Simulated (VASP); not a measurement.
Output of a VASP run:

**OSZICAR**
```
...
DAV:   1    -0.713442356146E+03   -0.82562E-03   -0.23578E-01   624   0.623E-01    0.362E-01
RMM:   2    -0.713443624188E+03   -0.12680E-02   -0.10635E-02   608   0.159E-01    0.173E-01
RMM:   3    -0.713443922042E+03   -0.29785E-03   -0.36227E-03   676   0.768E-02    0.213E-01
RMM:   4    -0.713443283254E+03    0.63879E-03   -0.61039E-04   628   0.339E-02    0.100E-01
RMM:   5    -0.713443272007E+03    0.11247E-04   -0.21533E-04   616   0.176E-02    0.797E-02
RMM:   6    -0.713443264859E+03    0.71477E-05   -0.17316E-04   569   0.136E-02    0.321E-02
RMM:   7    -0.713443260887E+03    0.39722E-05   -0.46186E-05   467   0.858E-03
  12 F= -.71344326E+03 E0= -.71340523E+03  d E =-.173205E-02
       N       E                     dE             d eps       ncg     rms          rms(c)
DAV:   1    -0.713442753162E+03    0.51170E-03   -0.20031E-01   624   0.575E-01    0.344E-01
RMM:   2    -0.713443816710E+03   -0.10635E-02   -0.94024E-03   608   0.149E-01    0.157E-01
RMM:   3    -0.713444177299E+03   -0.36059E-03   -0.33195E-03   678   0.727E-02    0.204E-01
RMM:   4    -0.713443578036E+03    0.59926E-03   -0.57184E-04   633   0.323E-02    0.915E-02
RMM:   5    -0.713443571010E+03    0.70264E-05   -0.19968E-04   597   0.168E-02    0.727E-02
RMM:   6    -0.713443561407E+03    0.96026E-05   -0.14752E-04   551   0.128E-02    0.274E-02
RMM:   7    -0.713443562585E+03   -0.11778E-05   -0.44043E-05   455   0.827E-03
  13 F= -.71344356E+03 E0= -.71340546E+03  d E =-.203375E-02
       N       E                     dE             d eps       ncg     rms          rms(c)
DAV:   1    -0.713443734592E+03   -0.17318E-03   -0.17723E-01   624   0.521E-01    0.300E-01
RMM:   2    -0.713444753017E+03   -0.10184E-02   -0.79980E-03   608   0.133E-01    0.165E-01
RMM:   3    -0.713444784920E+03   -0.31903E-04   -0.26817E-03   656   0.657E-02    0.172E-01
RMM:   4    -0.713444394795E+03    0.39012E-03   -0.43623E-04   598   0.293E-02    0.827E-02
RMM:   5    -0.713444390894E+03    0.39005E-05   -0.15074E-04   555   0.148E-02    0.676E-02
RMM:   6    -0.713444379755E+03    0.11140E-04   -0.11553E-04   515   0.110E-02    0.256E-02
RMM:   7    -0.713444382199E+03   -0.24439E-05   -0.36746E-05   448   0.732E-03
  14 F= -.71344438E+03 E0= -.71340613E+03  d E =-.819614E-03
       N       E                     dE             d eps       ncg     rms          rms(c)
DAV:   1    -0.713444226583E+03    0.15317E-03   -0.85504E-02   624   0.362E-01    0.212E-01
RMM:   2    -0.713444718416E+03   -0.49183E-03   -0.39392E-03   608   0.931E-02    0.115E-01
RMM:   3    -0.713444751019E+03   -0.32603E-04   -0.13601E-03   655   0.464E-02    0.122E-01
RMM:   4    -0.713444551692E+03    0.19933E-03   -0.22157E-04   564   0.207E-02    0.562E-02
RMM:   5    -0.713444549948E+03    0.17436E-05   -0.77163E-05   495   0.107E-02
  15 F= -.71344455E+03 E0= -.71340620E+03  d E =-.987364E-03
       N       E                     dE             d eps       ncg     rms          rms(c)
DAV:   1    -0.713444980764E+03   -0.42907E-03   -0.47107E-02   624   0.295E-01    0.169E-01
RMM:   2    -0.713445149144E+03   -0.16838E-03   -0.19377E-03   608   0.725E-02    0.591E-02
RMM:   3    -0.713445251279E+03   -0.10214E-03   -0.58838E-04   663   0.339E-02    0.926E-02
RMM:   4    -0.713445129093E+03    0.12219E-03   -0.15187E-04   578   0.157E-02    0.449E-02
RMM:   5    -0.713445126582E+03    0.25111E-05   -0.47802E-05   443   0.790E-03
  16 F= -.71344513E+03 E0= -.71340675E+03  d E =-.576634E-03
```

OUTCAR:
```
------------------------ aborting loop because EDIFF is reached ----------------------------------------
  FORCE on cell =-STRESS in cart. coord.  units (eV):
  Direction    XX          YY          ZZ          XY          YZ          ZX
  --------------------------------------------------------------------------------------
  Total        2.9870422      3.0485219     -0.0973341      0.0094299      0.0141217      0.0232834
  in kB        1.9243536      1.9639610     -0.0627059      0.0060751      0.0090977      0.0149999
  external PRESSURE =       1.2752029 kB  Pullay stress =       0.0000000 kB
  volume of cell :     2486.95
      direct lattice vectors                 reciprocal lattice vectors
    14.557123897  0.000000000  0.000000000     0.068694888  0.039661013  0.000000000
    -7.278561949 12.606839017  0.000000000     0.000000000  0.079322025  0.000000000
     0.000000000  0.000000000 13.551434294     0.000000000  0.000000000  0.073792927
 POSITION                                       TOTAL-FORCE (eV/Angst)
 -----------------------------------------------------------------------------------
      7.27790     12.60651     13.55114        -0.002189     -0.002515     -0.001659
      7.27818     12.60461      6.77315        -0.000587      0.002732     -0.002978
     -1.81844      3.15240     13.55124        -0.000419     -0.000486      0.001597
     -1.80207      3.15989      6.77692        -0.004165      0.003267     -0.003134
     10.91759      6.30307     13.55120        -0.002855     -0.001156     -0.001638
     10.91427      6.30283      6.77500         0.003691     -0.001486     -0.000328
      9.09736      9.45472     13.55130        -0.009293     -0.005356      0.000032
      9.07927      9.44455      6.77366         0.004078     -0.003545     -0.003235
      3.63903      0.00119     13.55108        -0.001082      0.008203      0.000432
      3.63938      0.01962      6.77462        -0.000449     -0.002112      0.007163
      1.82036      3.15314     13.55107         0.002418      0.000262     -0.001054
      1.85652      3.21854      6.78601        -0.011721     -0.014110      0.006042
      0.00165      6.30329     13.55121         0.002800      0.000301     -0.000730
      0.07586      6.30128      6.78799        -0.009420     -0.005670      0.006722
     -1.81863      9.45401      0.00000        -0.000598      0.006903      0.001213
     -1.80350      9.44284      6.77464        -0.001049     -0.002829      0.008433
     -0.00045     12.60645     13.55122        -0.001990     -0.001560     -0.000096
      0.00017     12.60437      6.77683         0.001733      0.002450      0.004550
      5.45802      3.15331     13.55135        -0.002631      0.002368      0.000681
      5.41841      3.21719      6.77800         0.003482     -0.001853      0.001099
      3.63869      6.30312     13.55120        -0.001441     -0.001308     -0.001119
      1.82042      9.45348     13.55125         0.001793     -0.002835     -0.001200
      1.85905      9.38067      6.77475        -0.005890      0.009426     -0.008277
      3.63906     12.60574     13.55128        -0.002538     -0.009488     -0.002199
      3.63799     12.58534      6.77597        -0.000954      0.004445     -0.005081
      9.09696      3.15212     13.55117        -0.004661      0.001211     -0.000433
      9.08006      3.16071      6.77701        -0.003070      0.000792     -0.002428
      7.27653      6.30335      0.00010        -0.004746      0.001527      0.000756
      7.19530      6.30262      6.76792         0.002022      0.007134     -0.010655
      5.45757      9.45308     13.55111         0.002428     -0.000999     -0.000397
      5.41805      9.38801      6.77177         0.020027      0.002957     -0.009508
      1.81694      1.03509      5.33084         0.000161      0.003518      0.002475
     -0.00003      2.10082      1.44127        -0.000942     -0.000949      0.006512
      1.81930      1.05041     12.10967        -0.000797     -0.000711     -0.005788
     -0.01840      2.08455      8.22514        -0.004051      0.001598     -0.001005
     -0.02194      4.19052      5.31109         0.008999     -0.006866      0.011147
     -1.81989      5.25293      1.44142        -0.001188     -0.000532      0.006158
     -0.00001      4.20228     12.10980        -0.000923     -0.000373     -0.005628
     -1.84419      5.24312      8.22531         0.001467     -0.000882      0.004719
     -1.83524      7.35543      5.33316        -0.001071      0.003478     -0.001411
     -3.63944      8.40471      1.44163         0.000424     -0.000359      0.004207
     -1.81990      7.35372     12.10967        -0.000843     -0.000230     -0.005843
     -3.64391      8.40470      8.22443         0.006886     -0.006993      0.004796
     -3.63921     10.50460      5.34083         0.000105      0.002948     -0.012690
     -5.45882     11.55601      1.44158        -0.000213      0.000613      0.003887
     -3.63941     10.50551     12.10942         0.000622     -0.000027     -0.004172
     -5.45981     11.55380      8.22372        -0.005577      0.006097      0.004744
      5.46186      1.03325      5.32965        -0.002754     -0.007996     -0.001889
      3.63911      2.10115      1.44138        -0.000380     -0.000435      0.003486
      5.45901      1.05047     12.10975         0.000442     -0.001094     -0.006449
      3.64114      2.07157      8.24975        -0.003784      0.003191     -0.005141
      3.63520      4.08735      5.34346        -0.007064     -0.004952      0.012951
      1.81972      5.25285      1.44183        -0.001552     -0.000898      0.004601
      3.63924      4.20246     12.10916        -0.000341     -0.001800     -0.003726
      1.70330      5.18346      8.23341         0.008474      0.001487      0.004372
      1.72332      7.39916      5.34842         0.005370      0.001693      0.004019
...
```
(Selected blocks of OUTCAR.)

File POSCAR:
```
Hf31S64
1
   14.5571238973     0.0000000000     0.0000000000
   -7.2785619488    12.6068390168     0.0000000000
    0.0000000000     0.0000000000    13.5514342943
Hf S
31 64
Direct
  0.0000000000   0.0000000000   0.0000000000
  0.0000000000   0.0000000000   0.5000000000
  0.0000000000   0.2500000000   0.0000000000
  0.0000000000   0.2500000000   0.5000000000
  0.0000000000   0.5000000000   0.0000000000
  0.0000000000   0.5000000000   0.5000000000
  0.0000000000   0.7500000000   0.0000000000
  0.0000000000   0.7500000000   0.5000000000
  0.2500000000   0.0000000000   0.0000000000
  0.2500000000   0.0000000000   0.5000000000
  0.2500000000   0.2500000000   0.0000000000
  0.2500000000   0.2500000000   0.5000000000
  0.2500000000   0.5000000000   0.0000000000
  0.2500000000   0.5000000000   0.5000000000
  0.2500000000   0.7500000000   0.0000000000
  0.2500000000   0.7500000000   0.5000000000
  0.5000000000   0.0000000000   0.0000000000
  0.5000000000   0.0000000000   0.5000000000
  0.5000000000   0.2500000000   0.0000000000
  0.5000000000   0.2500000000   0.5000000000
  0.5000000000   0.5000000000   0.0000000000
  0.5000000000   0.7500000000   0.0000000000
  0.5000000000   0.7500000000   0.5000000000
  0.7500000000   0.0000000000   0.0000000000
  0.7500000000   0.0000000000   0.5000000000
  0.7500000000   0.2500000000   0.0000000000
  0.7500000000   0.2500000000   0.5000000000
  0.7500000000   0.5000000000   0.0000000000
  0.7500000000   0.5000000000   0.5000000000
  0.7500000000   0.7500000000   0.0000000000
  0.7500000000   0.7500000000   0.5000000000
  0.1666670000   0.0833330000   0.3819750000
  0.0833330000   0.1666670000   0.1180250000
  0.1666670000   0.0833330000   0.8819750000
  0.0833330000   0.1666670000   0.6180250000
  0.1666670000   0.3333330000   0.3819750000
  0.0833330000   0.4166670000   0.1180250000
  0.1666670000   0.3333330000   0.8819750000
  0.0833330000   0.4166670000   0.6180250000
  0.1666670000   0.5833330000   0.3819750000
  0.0833330000   0.6666670000   0.1180250000
  0.1666670000   0.5833330000   0.8819750000
  0.0833330000   0.6666670000   0.6180250000
  0.1666670000   0.8333330000   0.3819750000
  0.0833330000   0.9166670000   0.1180250000
  0.1666670000   0.8333330000   0.8819750000
  0.0833330000   0.9166670000   0.6180250000
  0.4166670000   0.0833330000   0.3819750000
  0.3333330000   0.1666670000   0.1180250000
  0.4166670000   0.0833330000   0.8819750000
  0.3333330000   0.1666670000   0.6180250000
  0.4185590000   0.3316700000   0.3850170000
  0.3333330000   0.4166670000   0.1180250000
  0.4166670000   0.3333330000   0.8819750000
  0.3309120000   0.4157080000   0.6209350000
  0.4118480000   0.5802340000   0.3848590000
  0.3333330000   0.6666670000   0.1180250000
  0.4166670000   0.5833330000   0.8819750000
  0.3333330000   0.6666670000   0.6180250000
  0.4166670000   0.8333330000   0.3819750000
  0.3333330000   0.9166670000   0.1180250000
  0.4166670000   0.8333330000   0.8819750000
  0.3333330000   0.9166670000   0.6180250000
  0.6666670000   0.0833330000   0.3819750000
  0.5833330000   0.1666670000   0.1180250000
  0.6666670000   0.0833330000   0.8819750000
  0.5833330000   0.1666670000   0.6180250000
  0.6666670000   0.3333330000   0.3819750000
  0.5833330000   0.4166670000   0.1180250000
  0.6666670000   0.3333330000   0.8819750000
  0.5806720000   0.4169010000   0.6150630000
  0.6623640000   0.5811660000   0.3779270000
  0.5833330000   0.6666670000   0.1180250000
  0.6666670000   0.5833330000   0.8819750000
  0.5842830000   0.6675330000   0.6191040000
  0.6666670000   0.8333330000   0.3819750000
  0.5833330000   0.9166670000   0.1180250000
  0.6666670000   0.8333330000   0.8819750000
  0.5833330000   0.9166670000   0.6180250000
  0.9166670000   0.0833330000   0.3819750000
  0.8333330000   0.1666670000   0.1180250000
  0.9166670000   0.0833330000   0.8819750000
  0.8333330000   0.1666670000   0.6180250000
  0.9166670000   0.3333330000   0.3819750000
  0.8333330000   0.4166670000   0.1180250000
  0.9166670000   0.3333330000   0.8819750000
  0.8333330000   0.4166670000   0.6180250000
  0.9166670000   0.5833330000   0.3819750000
  0.8333330000   0.6666670000   0.1180250000
  0.9166670000   0.5833330000   0.8819750000
  0.8333330000   0.6666670000   0.6180250000
  0.9166670000   0.8333330000   0.3819750000
  0.8333330000   0.9166670000   0.1180250000
  0.9166670000   0.8333330000   0.8819750000
  0.8333330000   0.9166670000   0.6180250000
```

Task: Write an INCAR and KPOINTS that could have produced this output.

Result: One answer among several that fit: the input of the run itself, PBE GGA, plane waves, VASP's PBE PAW potentials (set 64).

INCAR:
```
SYSTEM = Hf31S64
PREC = Normal; ENCUT = 400; LREAL = Auto
LASPH = .True.; ISYM = 0
EDIFF = 1E-5; NELM = 100; NELMIN = 4
ALGO = Fast; LMAXMIX = 6
ISMEAR = 0; SIGMA = 0.05
GGA = PE
IBRION = 2; NSW = 60; ISIF = 2
EDIFFG = -0.03
LWAVE = .False.; LCHARG = .False.
```

### KPOINTS
```
Automatic mesh
0
Gamma
1 1 1
0 0 0
```

POTCAR, in this order: Hf S (PBE.64 set). Program: vasp_gam.

The supercell is sampled at Γ alone, which is coarse: total energies, pressure and levels can be off, energies of defects by several tenths of an eV.

The cell is a supercell with a defect, built from a database entry that may be metastable or hypothetical: vac_Hf. The run is not spin-polarised, so no state with unpaired spins was tried.
